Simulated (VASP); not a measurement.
## InTe (space group Fm-3m): computed properties

Level of theory: PBEsol GGA, VASP's PBE PAW potentials (set 64) (plane waves; VASP).

For InTe, the space group is Fm-3m (225), the cell is a = b = c = 6.163 Å, α = β = γ = 90.00° and the volume per atom comes out as 29.26 Å³/atom. The band gap (over mesh and band path) is none (metal, semimetal or under 0.01 eV) and the Hill bulk modulus comes out as 49.9 GPa. The Hill shear modulus is 5.7 GPa and the Poisson's ratio is 0.445. The band gap with spin-orbit coupling is none (metallic) and the density is 6.88 g/cm³. The optical Γ-point spectrum is 86 (×3) cm⁻¹ and the C11 is 65.5 GPa. The C12 is 42.0 GPa. The C44 is 3.3 GPa.

```cif
data_In4Te4
_chemical_formula_sum 'In4 Te4'
_space_group_name_H-M_alt 'Fm-3m'
_space_group_IT_number 225
_space_group_name_Hall '-F 4 2 3'
_cell_length_a 6.16265
_cell_length_b 6.16265
_cell_length_c 6.16265
_cell_angle_alpha 90.000
_cell_angle_beta 90.000
_cell_angle_gamma 90.000
loop_
_atom_site_label
_atom_site_type_symbol
_atom_site_symmetry_multiplicity
_atom_site_Wyckoff_symbol
_atom_site_fract_x
_atom_site_fract_y
_atom_site_fract_z
_atom_site_occupancy
In1 In 4 a 0.00000 0.00000 0.00000 1
Te1 Te 4 b 0.50000 0.50000 0.50000 1
```
(The calculation used a cell of 2 atoms; values per cell refer to that cell.)

Finite-difference elastic constants of metals are sensitive to mesh and smearing; shear constants can be off by tens of GPa. Unless said otherwise, spin-orbit coupling is left out, though it shifts the bands of the heavy elements here.

The structure comes from a computed database's InTe entry (Fm-3m); how it stands against other phases isn't given here. It was relaxed first. Symmetry was kept, so distortions that lower it aren't found. The electron count is odd and the run is not spin-polarised, which forces a metal.
